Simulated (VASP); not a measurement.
A convergence study with VASP on GaP (zinc blende): one setting is varied, all else stays as given below, so the limit is that of these other settings.

```xyz
2
Lattice="0.0000 2.7250 2.7250 2.7250 0.0000 2.7250 2.7250 2.7250 0.0000" Properties=species:S:1:pos:R:3 pbc="T T T"
Ga     0.0000     0.0000     0.0000
P      1.3625     1.3625     1.3625
```

Calculation: LDA (Ceperley-Alder, Perdew-Zunger), VASP's LDA PAW potentials (set 64) (plane waves; VASP). The tightest run used: 550 eV cut-off, 17×17×17 Γ-centred mesh, Gaussian smearing of 0.050 eV, potentials Ga_d P.

Task: The settings run are 1×1×1 mesh; 2×2×2 mesh; 3×3×3 mesh; 4×4×4 mesh; 5×5×5 mesh; 6×6×6 mesh; 7×7×7 mesh; 8×8×8 mesh; 9×9×9 mesh; 10×10×10 mesh; 11×11×11 mesh; 12×12×12 mesh; 13×13×13 mesh; 14×14×14 mesh; 15×15×15 mesh; 16×16×16 mesh; 17×17×17 mesh. From which on does the stress (every component) stay within 0.5 GPa of the tightest run?

Result: From 4×4×4 mesh on: it is off by 0.39 there and by no more than 0.5 in any finer run, while 3×3×3 mesh is off by 1.49.
```csv
setting,E (eV/atom),pressure (GPa),irreducible k-points,difference judged (GPa)
1×1×1 mesh,3.5005,47.37,1,49.98
2×2×2 mesh,-4.0563,4.08,3,6.69
3×3×3 mesh,-4.9544,-1.12,4,1.49
4×4×4 mesh,-5.1446,-2.23,8,0.39
5×5×5 mesh,-5.1964,-2.52,10,0.09
6×6×6 mesh,-5.2125,-2.60,16,0.01
7×7×7 mesh,-5.2181,-2.62,20,0.01
8×8×8 mesh,-5.2202,-2.62,29,0.01
9×9×9 mesh,-5.2210,-2.62,35,0.01
10×10×10 mesh,-5.2214,-2.62,47,0.00
11×11×11 mesh,-5.2215,-2.62,56,0.00
12×12×12 mesh,-5.2216,-2.61,72,0.00
13×13×13 mesh,-5.2216,-2.61,84,0.00
14×14×14 mesh,-5.2216,-2.61,104,0.00
15×15×15 mesh,-5.2217,-2.61,120,0.00
16×16×16 mesh,-5.2217,-2.61,145,0.00
17×17×17 mesh,-5.2217,-2.61,165,0.00
```

Left out are rungs that failed or repeat a setting and relaxations that didn't move; long series are thinned to 24 rows.

The compound is GaP in the zinc blende structure. The cell was not relaxed at this level.
